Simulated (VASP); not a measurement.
Here is the system:

```
CELL_PARAMETERS angstrom
      3.44237     0.00000     0.00000
     -1.72118     2.98118     0.00000
      0.00000     0.00000     5.40932
ATOMIC_POSITIONS crystal
  Ru 0.00000 0.00000 0.00000
  Ru 0.00000 0.00000 0.50000
  P  0.33333 0.66667 0.25000
  P  0.66667 0.33333 0.75000
```

The numbers are results of PBEsol GGA, VASP's PBE PAW potentials (set 64) (plane waves; VASP), not measurements. Numerical set-up: 400 eV cut-off, Gaussian smearing of 0.050 eV, potentials Ru_pv P.

Problem. Give the energies of bands 9 to 22 at the high-symmetry points, in eV from the Fermi level.

Solution. 
```csv
band,Γ,M,K,A,L,H
9,-7.56,-7.75,-6.93,-4.94,-6.85,-6.37
10,-5.67,-5.78,-6.47,-4.94,-6.85,-6.37
11,-5.67,-5.63,-6.47,-4.58,-4.61,-5.09
12,-4.87,-4.79,-4.67,-4.58,-4.61,-5.09
13,-3.17,-4.20,-4.67,-4.58,-4.32,-4.83
14,-3.17,-3.55,-2.65,-4.58,-4.32,-4.83
15,-2.71,-2.12,-2.41,-2.21,-2.59,-2.10
16,-2.71,-1.50,-1.08,-2.21,-2.59,-2.10
17,-0.42,-1.29,-1.08,-2.21,-0.83,-1.46
18,-0.42,-1.10,-1.02,-2.21,-0.83,-1.46
19,0.23,-0.77,-1.02,-0.31,-0.37,0.36
20,0.23,-0.28,-0.27,-0.31,-0.37,0.36
21,0.73,0.26,1.70,3.56,2.06,0.62
22,2.58,2.72,1.70,3.56,2.06,0.62
```

It has no gap at this level: it comes out as a metal or semimetal.

The structure was generated: RuP was put into the NiAs type type (P6_3/mmc), which need not be its known phase. It was relaxed first, which changed the volume by -30 %.
